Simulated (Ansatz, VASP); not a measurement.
# YMg6V in VASP and in Ansatz

File run.py:

```python
from ase.calculators.vasp import Vasp
from ase.dft.bandgap import bandgap
from ase.io import read

atoms = read('YMg6V.xyz')
atoms.set_initial_magnetic_moments([0.0, 2.0, 0.0, 0.0, 0.0, 0.0, 0.0, 0.0])
calc = Vasp(
    directory='calc',
    xc='pbesol',
    pp='PBE',
    setups='materialsproject',
    prec='Accurate',
    encut=520,
    ediff=1e-06,
    ismear=0,
    sigma=0.05,
    lreal=False,
    lasph=True,
    nelm=100,
    algo='Normal',
    isif=2,
    lwave=False,
    lcharg=True,
    ispin=2,
    lorbit=11,
    lmaxmix=4,
    lelf=True,
    lvhar=True,
    kpts=[5, 5, 5],
    gamma=True,
)
atoms.calc = calc

print('energy (eV):', atoms.get_potential_energy())
print('free energy (eV):', atoms.get_potential_energy(force_consistent=True))
print('forces (eV/A):')
print(atoms.get_forces())
print('stress (eV/A^3, Voigt):', atoms.get_stress())
print('Fermi level (eV):', calc.get_fermi_level())
print('moment (muB):', atoms.get_magnetic_moment())
print('site moments (muB):', atoms.get_magnetic_moments())
gap, top, bottom = bandgap(calc)
print('band gap (eV):', gap, 'from (spin, k, band)', top, 'to', bottom)
```

Contents of YMg6V.xyz:

```xyz
8
Lattice="5.0927340000 0.0000000000 0.0000000000 0.0000000000 3.2540330000 5.6001945000 0.0000000000 -3.2540330000 5.6001945000" Properties=species:S:1:pos:R:3 pbc="T T T"
Y      0.0000000000      0.0000000000      9.2573343159
V      2.5463670000      0.0000000000      7.4769540816
Mg     2.5463670000      0.0000000000      1.8548628211
Mg     2.5463670000      1.5958298477      4.6950574637
Mg     2.5463670000     -1.5958298477      4.6950574637
Mg     0.0000000000      0.0000000000      3.7829537855
Mg     0.0000000000      1.5628599854      6.5196680342
Mg     0.0000000000     -1.5628599854      6.5196680342
```

File input.yaml:

```yaml
crystal:
  lattice:
    - [5.092734, 0.0, 0.0]
    - [0.0, 3.254033, 5.6001945]
    - [0.0, -3.254033, 5.6001945]
  atoms:
    - { symbol: "Y", position: [0.0, 0.826519, 0.826519] }
    - { symbol: V, position: [0.5, 0.667562, 0.667562], spin: 2.0 }
    - { symbol: Mg, position: [0.5, 0.165607, 0.165607] }
    - { symbol: Mg, position: [0.5, 0.664395, 0.173979] }
    - { symbol: Mg, position: [0.5, 0.173979, 0.664395] }
    - { symbol: Mg, position: [0.0, 0.337752, 0.337752] }
    - { symbol: Mg, position: [0.0, 0.822235, 0.341951] }
    - { symbol: Mg, position: [0.0, 0.341951, 0.822235] }
hamiltonian:
  xc: pbesol
  pseudopotentials: { kind: paw }
magnetization:
  spin_polarized: true
kpoints:
  mp_grid: { grid: [5, 5, 5] }
scf:
  occupations: { method: gaussian, width: 0.05 }
output:
  forces: true
  stress: true
  eigenvalues: true
  write_density: true
  write_potential: true
  elf: true
  volumetric_format: npy
```

The cell comes from a database or a generator and needn't be the stable form of this composition.

Alike in both runs: task single point; functional PBEsol; k mesh 5 × 5 × 5; occupations gaussian, width 0.05 eV; collinear spin, ferromagnetic start.

|  | VASP | Ansatz |
| --- | --- | --- |
| version | VASP 6.6.1 | Ansatz 0.2.0 |
| potentials or method | VASP PAW PBE potentials, release 64 (Y_sv, V_sv, Mg_pv) | Ansatz PAW |
| plane-wave cutoff (eV) | 520 | 420 |
| valence electrons in the cell | 72 | 84 |

|  | VASP | Ansatz | Ansatz less VASP |
| --- | --- | --- | --- |
| gap on the k mesh at the Fermi level (eV) | none | none | - |
| pressure (GPa) | -1.2 | -1.1 | +0.10 |
| largest component of the traceless stress (GPa) | 0.14 | 0.14 | 0.000 |
| rms of the force components (eV/Å) | 0.030 | 0.030 | +0.0005 |
| net moment per atom (μB) | 0.44 | 0.44 | -0.001 |
| size of the moment on the site where the two differ most (μB) | 2.61 | 2.78 | +0.165 |

Site moments also hang on the region over which each program counts them. Atom by atom the forces differ by 0.001 eV/Å (rms over components). A gap of «none» marks a metal or a gap that the smearing closes. The functional is the same, so the differences come from potentials, cutoffs and numerics. The two sets of potentials don't hold the same shells in valence.

Caveats: the PAW data sets were made with another functional, which shifts forces and pressure a little (VASP); the PAW data sets come from PBE, with cores solved anew for the run's functional, which leaves a small shift of forces and pressure (Ansatz).
